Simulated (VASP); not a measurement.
Input:

```xyz
2
Lattice="2.9019 0.0000 0.0000 0.0000 2.9019 0.0000 0.0000 0.0000 2.9019" Properties=species:S:1:pos:R:3 pbc="T T T"
Zn     1.4509     1.4509     1.4509
Cu     0.0000     0.0000     0.0000
```

The numbers are results of optB88-vdW, VASP's PBE PAW potentials (set 64) (plane waves; VASP 6.6.1), not measurements. Numerical set-up: 520 eV cut-off, 12×12×12 Γ-centred mesh, first-order Methfessel-Paxton smearing of 0.10 eV, potentials Zn Cu.

Give the stress tensor in GPa (positive for a compressed cell).

```
8.66  0.00  0.00
0.00  8.66  0.00
0.00  0.00  8.66
```
The pressure is its mean diagonal, 8.66 GPa.

The compound is CuZn in the CsCl type structure. This cell is one point of a volume scan, at 0.94 of the reference volume. The electron count is odd and the run is not spin-polarised, which forces a metal.
